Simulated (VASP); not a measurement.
# BaOs (P-6m2) in VASP: notebook

One crystal, BaOs, is run at these levels: PBE; tasks: single point, relaxation of cell and atoms.

Everything below comes from runs of VASP 6.6.1. Logs are shortened: lines on timing, memory, paths and dates and some standing lists are left out, and cuts for length are marked.

### Step 1. The structure

It takes space group P-6m2 (No. 187, hexagonal). Conventional cell: a = 3.202 Å, b = 3.202 Å, c = 5.212 Å, α = 90.00°, β = 90.00°, γ = 120.00°. Ba (site symmetry -6m2) has 6 Os at 3.20 Å and 6 Ba at 3.20 Å as nearest neighbours. Around Os (site symmetry -6m2) lie 6 Ba at 3.20 Å and 6 Os at 3.20 Å.

The cell was built by a generator and needn't be a form met in nature.

### Step 2. Single point, PBE

Input file INCAR:

```
PREC     = Accurate       # precision mode
ENCUT    = 520            # plane-wave cutoff, eV
EDIFF    = 1E-6           # SCF threshold, eV
ISMEAR   = 0              # smearing method
SIGMA    = 0.1            # smearing width, eV
LREAL    = False          # projectors in reciprocal space
LASPH    = True           # aspherical terms in the spheres
NELM     = 100            # most SCF steps
ALGO     = Fast           # electronic algorithm
ISIF     = 2              # what is computed and relaxed
LWAVE    = False          # write WAVECAR
LCHARG   = False          # write CHGCAR
GGA      = PE             # functional
NBANDS   = 16             # bands
```

Input file KPOINTS:

```
regular mesh
0
Gamma
  21 21 10
```

Input file POSCAR:

```
BaOs
1.0
    3.2021988759      0.0000000000      0.0000000000
   -1.6010994380      2.7731855745      0.0000000000
    0.0000000000      0.0000000000      5.2121555030
Ba Os
1 1
Direct
    0.3333333333      0.6666666667      0.5000000000
    0.0000000000      0.0000000000      0.0000000000
```

Potentials or basis: VASP PAW PBE potentials, release 64 (Ba_sv, Os).

Run with:

```sh
$ cat potpaw_PBE.64/Ba_sv/POTCAR potpaw_PBE.64/Os/POTCAR > POTCAR
$ mpirun -np 1 vasp_std > vasp.out
```

OUTCAR:

```text
PREC = Accurate
   ENCUT = 520
   EDIFF = 1E-6
   ISMEAR = 0
   LREAL = False
   LASPH = True
   NELM = 100
   ISIF = 2
   GGA = PE

 ion  position               nearest neighbor table
   1  0.333  0.667  0.500-   2 3.20   2 3.20   2 3.20   2 3.20   2 3.20   2 3.20
   2  0.000  0.000  0.000-   1 3.20   1 3.20   1 3.20   1 3.20   1 3.20   1 3.20

  LATTYP: Found a hexagonal cell.
 ALAT       =     3.2021988759
 C/A-ratio  =     1.6276801364

  Lattice vectors:

 A1 = (   3.2021988759,   0.0000000000,   0.0000000000)
 A2 = (  -1.6010994380,   2.7731855745,   0.0000000000)
 A3 = (   0.0000000000,   0.0000000000,   5.2121555030)

Analysis of symmetry for initial positions (statically):
=====================================================================
 Subroutine PRICEL returns:
 Original cell was already a primitive cell.

 Routine SETGRP: Setting up the symmetry group for a
 hexagonal supercell.

 Subroutine GETGRP returns: Found 12 space group operations
 (whereof 12 operations were pure point group operations)
 out of a pool of 24 trial point group operations.

The static configuration has the point symmetry D_3h.

Analysis of symmetry for dynamics (positions and initial velocities):
=====================================================================
 Subroutine PRICEL returns:
 Original cell was already a primitive cell.

 Routine SETGRP: Setting up the symmetry group for a
 hexagonal supercell.

 Subroutine GETGRP returns: Found 12 space group operations
 (whereof 12 operations were pure point group operations)
 out of a pool of 24 trial point group operations.

The dynamic configuration has the point symmetry D_3h.

 Subroutine INISYM returns: Found 12 space group operations
 (whereof 12 operations are pure point group operations),
 and found     1 'primitive' translations

----------------------------------------------------------------------------------------

                                     Primitive cell

  volume of cell :      46.2855

  direct lattice vectors                    reciprocal lattice vectors
     3.202198876  0.000000000  0.000000000     0.312285413  0.180298068  0.000000000
    -1.601099438  2.773185574  0.000000000     0.000000000  0.360596135  0.000000000
     0.000000000  0.000000000  5.212155503     0.000000000  0.000000000  0.191859203

  length of vectors
     3.202198876  3.202198876  5.212155503     0.360596135  0.360596135  0.191859203

[... 80 lines left out ...]
   EDIFF  = 0.1E-05   stopping-criterion for ELM
   LREAL  =      F    real-space projection
   EDIFFG = 0.1E-04   stopping-criterion for IOM
   NSW    =      0    number of steps for IOM
   IBRION =     -1    ionic relax: 0-MD 1-quasi-New 2-CG
   NFREE  =      0    steps in history (QN), initial steepest desc. (CG)
   ISIF   =      2    stress and relaxation
   ISYM   =      2    0-nonsym 1-usesym 2-fastsym
   POTIM  = 0.5000    time-step for ionic-motion
   TEBEG  =    0.0;   TEEND  =   0.0 temperature during run
   PSTRESS=    0.0 pullay stress
   NELECT =      18.0000    total number of electrons
   NUPDOWN=      -1.0000    fix difference up-down
   EMIN   =  10.00;   EMAX   =-10.00  energy-range for DOS
   EFERMI =   0.00;   METHOD = LEGACY
   ISMEAR =     0;   SIGMA  =   0.10  broadening in eV -4-tet -1-fermi 0-gaus
   EFERMI_NEDOS =   21; number of points for ismear=-14 and -15
   IALGO  =     68    algorithm
   IMIX   =      4    mixing-type and parameters
     AMIX     =   0.40;   BMIX     =  1.00
     AMIX_MAG =   1.60;   BMIX_MAG =  1.00
  volume/ion in A,a.u.               =      23.14       156.17
  Fermi-wavevector in a.u.,A,eV,Ry     =   1.194953  2.258134 19.427929  1.427913
  Thomas-Fermi vector in A             =   2.330930
   LORBIT       =      0    0 simple, 1 ext, 2 COOP (PROOUT), +10 PAW based schemes
   GGA     = PE    functional components
   LHFCALC =     F    Hartree Fock is set to
   AEXX    =    0.0000 exact exchange contribution
   IVDW    =     0    specifies the selected vdW correction
   LEPSILON=     F    determine dielectric tensor
   LRPA    =     F    only Hartree local field effects (RPA)
 non-spin polarized calculation
 RMM-DIIS sequential band-by-band and
 Gauss-broadening in eV      SIGMA  =   0.10
  energy-cutoff  :      520.00
  volume of cell :       46.29
 maximum number of plane-waves:      1272
 NGX is ok and might be reduce to    24
   NGX = 11   NGY = 11   NGZ = 19

 number of electron      17.9999998 magnetization

 Free energy of the ion-electron system (eV)
  ---------------------------------------------------
  ext. energy  EPLUGINS =         0.00000000
  ---------------------------------------------------
  free energy    TOTEN  =        -9.85769919 eV

  energy without entropy =       -9.84314607  energy(sigma->0) =       -9.85042263

 E-fermi :   5.1158     XC(G=0): -11.3078

 val. band max:        5.1156556210   @ k =   0.0952  -0.0000   0.0000
 cond. band min:       5.1184961208   @ k =   0.3333   0.0000   0.4000
 fundamental gap:      0.0028404999
 Fermi energy:         5.1157797087

 k-point     1 :       0.0000    0.0000    0.0000
  band No.  band energies     occupation
      1     -23.3644      2.00000
      2      -8.4185      2.00000
      3      -5.9758      2.00000
      4      -5.9758      2.00000
      5      -0.5236      2.00000
      6       3.2046      2.00000
[... 433 lines left out ...]
      3      -7.9741      2.00000
      4      -6.7553      2.00000
      5       1.0559      2.00000
      6       3.3851      2.00000
[... 8 lines left out ...]
     15      12.5338      0.00000
     16      15.7026      0.00000

 [... further k-points ...]

------------------------ aborting loop because EDIFF is reached ----------------------------------------

  FORCE on cell =-STRESS in cart. coord.  units (eV):
  Direction    XX          YY          ZZ          XY          YZ          ZX
  --------------------------------------------------------------------------------------
  -------------------------------------------------------------------------------------
  Total        0.8714837      0.8714837      1.0934354     -0.0000000      0.0000000      0.0000000
  in kB       30.1665242     30.1665242     37.8494114     -0.0000000      0.0000000      0.0000000
  external PRESSURE =      32.7274866 kB  Pullay stress =       0.0000000 kB

 VOLUME and BASIS-vectors are now :
 -----------------------------------------------------------------------------
  energy-cutoff  :      520.00
  volume of cell :       46.29
      direct lattice vectors                 reciprocal lattice vectors
     3.202198876  0.000000000  0.000000000     0.312285413  0.180298068  0.000000000
    -1.601099438  2.773185574  0.000000000     0.000000000  0.360596135  0.000000000
     0.000000000  0.000000000  5.212155503     0.000000000  0.000000000  0.191859203

 POSITION                                       TOTAL-FORCE (eV/Angst)
 -----------------------------------------------------------------------------------
     -0.00000      1.84879      2.60608         0.000000      0.000000      0.000000
      0.00000      0.00000      0.00000        -0.000000     -0.000000      0.000000
 -----------------------------------------------------------------------------------
    total drift:                                0.000000     -0.000000     -0.000000

  FREE ENERGIE OF THE ION-ELECTRON SYSTEM (eV)
  ---------------------------------------------------
  free  energy   TOTEN  =        -9.8576991929 eV

  energy  without entropy=       -9.8431460688  energy(sigma->0) =       -9.85042263
```

It took 2.9 min on 1 thread of Intel Xeon Platinum 8488C (Sapphire Rapids), shared host; peak memory 0.34 GiB.

Results:

* Free energy: -9.8577 eV
* Pressure: 3.3 GPa
* Band gap on the k mesh: none (metal or under the smearing width)

Spin-orbit coupling is left out, which matters for the levels of Ba, Os.

### Step 3. Relaxation of cell and atoms, PBE

This run uses another cell than the first one, of 23.07 Å³/atom, 0.997 times its volume.

Input file INCAR:

```
ALGO = Fast
EDIFF = 1E-6
EDIFFG = -0.01
ENCUT = 600
GGA = PE
IBRION = 2
ISIF = 3
ISMEAR = 0
LASPH = T
LCHARG = F
LREAL = F
LWAVE = F
NELM = 60
NSW = 100
PREC = Accurate
SIGMA = 0.1
```

Input file KPOINTS:

```
k-points
0
Gamma
  21 21 10
```

Input file POSCAR:

```
BaOs
1.0
    3.1857301080      0.0000000000      0.0000000000
   -1.5928650540      2.7589232031      0.0000000000
    0.0000000000      0.0000000000      5.2485293911
Ba Os
1 1
Direct
    0.3333333333      0.6666666667      0.5000000000
    0.0000000000      0.0000000000      0.0000000000
```

Potentials or basis: VASP PAW PBE potentials, release 64 (Ba_sv, Os).

Run with:

```sh
$ cat potpaw_PBE.64/Ba_sv/POTCAR potpaw_PBE.64/Os/POTCAR > POTCAR
$ mpirun -np 1 vasp_std > vasp.out
```

Wall time 32 min (1 thread of Intel Xeon Platinum 8375C at 2.90GHz (Ice Lake), shared host); peak memory 0.43 GiB.

It converged, with:

* Free energy: -9.8767 eV
* Relaxed volume: 24.13 Å³/atom
* Relaxed cell: a = 3.259 Å, b = 3.259 Å, c = 5.246 Å, α = 90.00°, β = 90.00°, γ = 120.00°
* Space group after relaxing (to 0.05 Å): P-6m2 (No. 187)
* Energy gained by relaxing: 10.6 meV/atom
* Ionic steps: 9
* Pressure after relaxing: 0.0 GPa
* Band gap on the k mesh: none (metal or under the smearing width)

The path:
| step | energy change (eV) | largest force (eV/Å) | pressure (GPa) | volume (Å³) |
| --- | --- | --- | --- | --- |
| 1 | 0.0000 | 0.0000 | 3.33 | 46.13 |
| 2 | -0.0075 | 0.0000 | -2.24 | 49.40 |
| 3 | -0.0179 | 0.0000 | -0.04 | 47.93 |
| 4 | -0.0203 | 0.0000 | 0.02 | 48.06 |
| 5 | -0.0211 | 0.0000 | 0.10 | 48.17 |
| 6 | -0.0211 | 0.0000 | 0.11 | 48.18 |
| 7 | -0.0211 | 0.0000 | 0.11 | 48.19 |
| 8 | -0.0211 | 0.0000 | -0.09 | 48.33 |
| 9 | -0.0211 | 0.0000 | 0.00 | 48.25 |

Final structure:
```
Ba Os
1.0
     3.25909    0.00000    0.00000
    -1.62954    2.82245    0.00000
     0.00000    0.00000    5.24557
Ba Os
1 1
Direct
  0.33333 0.66667 0.50000
  0.00000 0.00000 0.00000
```

Levels at points of the mesh, in eV from the Fermi level:
| k point | band 6 | band 7 | band 8 | band 9 | band 10 | band 11 | band 12 | band 13 |
| --- | --- | --- | --- | --- | --- | --- | --- | --- |
| (0.00, 0.00, 0.00) | -1.89 | -0.89 | -0.89 | 0.16 | 0.16 | 1.17 | 3.27 | 3.27 |
| (0.00, 0.00, 0.50) | -0.98 | -0.98 | -0.33 | -0.27 | 0.05 | 0.05 | 1.34 | 3.85 |
